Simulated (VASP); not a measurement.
## Ca: transverse stress against strain

Ca (fcc, Fm-3m, 40.627 Å³/atom and stress up to 0.02 GPa in the relaxed cell, cube axes along x, y and z) under an equal strain ε along x and y, with z held. PBEsol in VASP (plane waves, PAW), 480 eV, 14×14×14 Γ-centred mesh, Methfessel-Paxton smearing 0.10 eV. Against the start cell, which lies near the measured one, the relaxed cell differs by -6.5 % in volume; the values below rest on it. Stress is positive for a compressed cell.

Here s stands for strain and y for stress zz.

```
strain (%)  stress zz (GPa)
----------  ---------------
-3.00                     ?
-1.50                  0.44
-1.00                  0.28
-0.50                  0.13
0.00                  -0.02
0.50                  -0.17
1.00                  -0.31
1.50                  -0.45
```

Problem. Using a straight line, estimate the missing y at s = -3.00 from the other rows, showing the fit.

Solution. Means: s 0, y -0.014. About the means, the sum of products is -2.0750 and the sum of squares of s is 7.0000; the slope is their ratio. Least squares gives y = -0.014 - 0.2964·s. Residuals (row less fit): 0.009, -0.002, -0.004, -0.006, -0.008, 0.000, 0.009; standard error 0.008 (degrees of freedom: 5). The slope gives the elastic constant 2C12 = about 30 GPa. At the withheld row, y = -0.014 - 0.2964 × (-3.0) = 0.875 GPa. The calculation gives 0.94 GPa, 0.065 GPa above the prediction (4.7 % of the range of y in the table). The row lies outside the fitted rows, so this is an extrapolation. From the scatter of the fitted rows alone, a prediction at this place has a standard error of 0.012 GPa, so the miss is 5.4 times that.

A polynomial of degree 2 through the 12 other runs of the series gives 0.94 there, so most of the miss is curvature that the fit leaves out. In a metal these values are sensitive to mesh and smearing; energies are taken to zero smearing, stresses follow the free energy. Rows are the converged runs of the series near zero and its far end, less any whose ions stayed unrelaxed beside relaxed ones; series whose fitted rows scatter by over a few per cent of the range, as at a crossing or softening among them, aren't shown in this form. Most that stay on the fit to the last digits aren't either.
